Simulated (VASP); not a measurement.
Energy against volume of Cu (fcc). Computed with revTPSS meta-GGA, VASP's PBE PAW potentials (set 64) (plane waves; VASP 6.6.1). Run with 520 eV cut-off, 17×17×17 Γ-centred mesh, first-order Methfessel-Paxton smearing of 0.10 eV, potentials Cu.

```tsv
V (Å³/atom)	E (eV/atom)
10.940	0.68754
11.278	0.67952
11.616	0.68280
11.955	0.69545
```

Question: Fit these four points and predict the energy of the run at 10.601 Å³/atom.

Answer: A cubic in V^(−2/3), the third-order Birch-Murnaghan form, passes through the four points with V0 = 11.34 Å³/atom and B0 = 173 GPa, and gives 0.7093 eV/atom there. The run gave 0.7091 eV/atom, -0.3 meV/atom from the fit; all five points give B0 = 173 GPa.

The compound is Cu in the fcc structure. It was relaxed first.
